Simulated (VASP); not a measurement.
Input of a VASP 6.6.1 run:

INCAR

```
ALGO = Fast
EDIFF = 1E-6
ENCUT = 520
ISIF = 2
ISMEAR = -1
LASPH = T
LCHARG = T
LELF = T
LREAL = Auto
LVHAR = T
LWAVE = F
NBANDS = 86
NELM = 100
PREC = Accurate
SIGMA = 0.05
```

File KPOINTS:

```
k-points
0
Gamma
  1 1 1
```

File POSCAR:

```
H9C4O6
1.0
    8.0259570000      0.0000000000      0.0000000000
    0.0000000000      8.0259570000      0.0000000000
    0.0000000000      0.0000000000      8.0259570000
C H O
8 18 12
Direct
    0.6140576133      0.7585886643      0.4730277025
    0.5923031982      0.8316142237      0.2925258633
    0.1077753095      0.3165354611      0.4490430238
    0.4526189213      0.5794822973      0.8968525498
    0.8885918527      0.3677567672     -0.0335785502
    0.0847500180      0.9453202902      0.1764150992
    0.4494043514      0.0541617654      0.9489335664
    0.9410466565      0.9608698377      0.7505522394
    0.7393386234      0.6890144066      0.4967382706
    0.5757693444      0.8413949888      0.5785104505
    0.5289462677      0.6431507171      0.4798680083
    0.5725672340      0.9653303650      0.2735000948
    0.7056230179      0.7899369508      0.2121740747
    0.5151659796      0.7499541799      0.2108159812
    0.0762525889      0.5353504884      0.5320860802
    0.1310747117      0.2464877397      0.3258801411
    0.4971120578      0.6070802522      0.6613666134
    0.5072292314      0.4980091471      1.0013509915
    1.0006657150      0.4465635687      0.1499758845
    0.8972014178      0.3350503871     -0.1824081539
    0.2348878769      0.7747238118      0.0809747672
   -0.0452531704      0.9485348601      0.2213567803
    0.5783360165      0.2610903597      0.9738651727
    0.3145045507      0.0352979713      0.9557489531
    0.7137964980      0.8852776061      0.8298449643
    1.0232673811      0.9520733789      0.6535544609
    0.1049968247      0.4808772337      0.4281358597
    0.1154753259      0.2451421058      0.5835939565
    0.5116025416      0.5326841397      0.7568069453
    0.3537148280      0.6999165333      0.9405358140
    1.0214482834      0.4404583777      0.0343510437
    0.7671234720      0.3456784032      0.0420012218
    0.1219543040      0.7907717422      0.1396219790
    0.1871303322      1.0536562805      0.1532776714
    0.4560328444      0.2198117932      0.9541167489
    0.5526942145     -0.0595941394      0.9530950639
    0.8092119108      0.8602961616      0.7458176016
    0.9650437948      1.0584282971      0.8641960080
```

Potentials or basis: VASP PAW LDA potentials, release 64 (C, H, O).

Run with:

```bash
$ cat potpaw_LDA.64/C/POTCAR potpaw_LDA.64/H/POTCAR potpaw_LDA.64/O/POTCAR > POTCAR
$ mpirun -np 1 vasp_gam > vasp.out
```

**Question.** Predict the band gap on the k mesh.

**Answer.** 3.99 eV, direct.

**Question.** Predict the pressure.

**Answer.** -1.0 GPa.

**Question.** Predict the largest force.

**Answer.** 6.516 eV/Å.

Forces in eV/Å, atoms in the order of the input:
```
C   -0.308 -1.675 -0.730
C    1.980 -2.326 -0.525
C    1.566 -1.619  0.243
C   -2.415  2.477  4.715
C    4.208  0.852 -4.902
C    0.966 -1.372 -0.847
C   -1.308 -0.047  0.116
C   -2.804  0.396  3.758
H   -1.192  1.508 -0.158
H    0.522 -0.203 -0.610
H    0.194  0.918 -0.334
H   -0.181 -0.136  0.213
H   -0.358  1.116  1.102
H   -0.974  0.707  0.600
H    0.002  0.361  0.826
H   -0.413  0.485  0.511
H   -0.350  0.709 -0.698
H   -0.579  0.641 -0.826
H   -0.217  0.531  2.355
H    0.480  0.695  2.556
H   -0.419 -0.069  0.135
H   -0.209  0.578  0.236
H   -0.672 -0.294 -0.180
H   -0.318 -0.874 -0.478
H    0.986  0.416 -0.019
H    1.898 -0.539 -2.706
O   -0.509 -0.150 -0.968
O   -0.697  0.739 -0.859
O    0.356 -0.334 -0.435
O    2.646 -3.576 -2.574
O    0.355 -0.773 -2.905
O   -5.076 -1.223  2.792
O   -0.305 -0.909  0.050
O   -0.530  1.643  1.050
O    3.025 -0.443  0.259
O    0.684  1.800 -0.533
O   -0.181 -0.119 -0.225
O    0.148  0.110 -0.005
```

Caveat: the standard files for N, O and F lose accuracy on very short bonds. LDA gaps usually lie below the measured ones, often by a third to a half.
